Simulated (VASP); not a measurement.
Input:

```xyz
1
Lattice="0.0000 2.0031 2.0031 2.0031 0.0000 2.0031 2.0031 2.0031 0.0000" Properties=species:S:1:pos:R:3 pbc="T T T"
Pt     0.0000     0.0000     0.0000
```

Calculation: PBE GGA, VASP's PBE PAW potentials (set 64) (plane waves; VASP 6.6.1). Run with 300 eV cut-off, 19×19×19 Γ-centred mesh, Fermi-Dirac smearing of 0.050 eV, potentials Pt.

At this cut-off the stress carries a Pulay error, which pulls relaxed volumes low.

### Question
Give the stress tensor in GPa (positive for a compressed cell).

### Answer

```
-7.33   0.00   0.00
 0.00  -7.33   0.00
 0.00   0.00  -7.33
```
The pressure is its mean diagonal, -7.33 GPa.

The structure comes from a computed database's Pt entry; how it stands against other phases isn't given here. The cell was not relaxed at this level.
